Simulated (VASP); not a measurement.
Set up this calculation in VASP 6.6.1, as the native input.

* Task: density of states
* Functional: PBE
* Potentials or basis: VASP PAW PBE potentials, release 64 (Ni, Mo_sv, Pd, Ir, W_sv)
* Cutoff: 520 eV
* k mesh: 12 × 12 × 2
* Occupations: gaussian, width 0.1 eV
* Spin: collinear spin, ferromagnetic start
* Starting moments: [1.0, 1.0, 1.0, 1.0, 0.0, 0.0, 0.6, 0.6, 0.0, 0.0] μB
* k mesh for the DOS: 18 × 18 × 3
* Occupations for the DOS: tetrahedron
* Further INCAR settings: ALGO = Normal; EDIFF = 1e-06

Crystal: NiMoIrPdW.

```
Ni Mo Pd Ir W
1.0
     2.77215    0.00000    0.00000
    -1.38607    2.40075    0.00000
     0.00000    0.00000   22.01863
Ni Mo Pd Ir W
2 2 2 2 2
Direct
  0.33333 0.66667 0.85100
  0.66667 0.33333 0.14900
  0.66667 0.33333 0.76072
  0.33333 0.66667 0.23928
  0.33333 0.66667 0.05319
  0.66667 0.33333 0.94681
  0.33333 0.66667 0.65840
  0.66667 0.33333 0.34160
  0.33333 0.66667 0.44416
  0.66667 0.33333 0.55584
```

The cell was built by a generator and needn't be a form met in nature.

The input as run:

POSCAR

```
NiMoIrPdW
1.0
    2.7721480000      0.0000000000      0.0000000000
   -1.3860740000      2.4007500000      0.0000000000
    0.0000000000      0.0000000000     22.0186300000
Ni Mo Pd Ir W
2 2 2 2 2
Direct
    0.3333330000      0.6666670000      0.8509960000
    0.6666670000      0.3333330000      0.1490040000
    0.6666670000      0.3333330000      0.7607190000
    0.3333330000      0.6666670000      0.2392810000
    0.3333330000      0.6666670000      0.0531900000
    0.6666670000      0.3333330000      0.9468100000
    0.3333330000      0.6666670000      0.6583980000
    0.6666670000      0.3333330000      0.3416020000
    0.3333330000      0.6666670000      0.4441630000
    0.6666670000      0.3333330000      0.5558370000
```

INCAR.step1

```
ALGO = Normal
EDIFF = 1E-6
ENCUT = 520
GGA = PE
ISIF = 2
ISMEAR = 0
ISPIN = 2
KPAR = 8
LASPH = T
LCHARG = T
LMAXMIX = 4
LREAL = F
LWAVE = F
MAGMOM = 1 1 1 1 0 0 0.6 0.6 0 0
NELM = 150
PREC = Accurate
SIGMA = 0.1
```

KPOINTS.step1

```
k-points
0
Gamma
  12 12 2
```

INCAR.step2

```
ALGO = Normal
EDIFF = 1E-6
ENCUT = 520
GGA = PE
ICHARG = 11
ISIF = 2
ISMEAR = -5
ISPIN = 2
KPAR = 8
LASPH = T
LCHARG = F
LMAXMIX = 4
LORBIT = 10
LREAL = F
LWAVE = F
MAGMOM = 1 1 1 1 0 0 0.6 0.6 0 0
NEDOS = 1001
NELM = 150
PREC = Accurate
SIGMA = 0.1
```

KPOINTS.step2

```
k-points
0
Gamma
  18 18 3
```

Potentials or basis: VASP PAW PBE potentials, release 64 (Ni, Mo_sv, Pd, Ir, W_sv).

Run with:

```bash
$ cat potpaw_PBE.64/Ni/POTCAR potpaw_PBE.64/Mo_sv/POTCAR potpaw_PBE.64/Pd/POTCAR potpaw_PBE.64/Ir/POTCAR potpaw_PBE.64/W_sv/POTCAR > POTCAR
$ cp INCAR.step1 INCAR
$ cp KPOINTS.step1 KPOINTS
$ mpirun -np 8 vasp_std > vasp.out
$ cp INCAR.step2 INCAR
$ cp KPOINTS.step2 KPOINTS
$ mpirun -np 8 vasp_std > vasp.out
```

Results of the run:

* Net moment: 0.00 μB per cell
* Valence electrons inside the program's atomic spheres: Ni 9.20; Mo 12.50; Pd 9.43; Ir 8.40; W 12.06

Wall time 18 min on 8 MPI ranks on AMD EPYC 7R43 64-Core Processor (Zen 3), with other jobs on the host, peak memory 1.5 GiB a rank.
